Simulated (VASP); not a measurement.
Here is the system:

```xyz
2
Lattice="0.0000 2.4777 2.4777 2.4777 0.0000 2.4777 2.4777 2.4777 0.0000" Properties=species:S:1:pos:R:3 pbc="T T T"
Eu     0.0000     0.0000     0.0000
O      2.4777     2.4777     2.4777
```

Calculation: AM05 GGA, VASP's PBE PAW potentials (set 64) (plane waves; VASP). Run with 520 eV cut-off, 9×9×9 Γ-centred mesh, Gaussian smearing of 0.050 eV, potentials Eu_2 O.

The 4f electrons are frozen in the core of the lanthanide potential, so 4f levels, which can set the real gap, and their magnetism are missing.

### Question
Estimate the energy per atom (σ→0), pressure.

### Answer

```json
{
 "energy per atom (σ→0)": "-6.772 eV/atom",
 "pressure": "-3.37 GPa"
}
```

Total energies compare only between runs with the same potentials, cut-off and functional.

The compound is EuO in the rock salt structure. This cell is one point of a volume scan, at 1.03 of the reference volume.
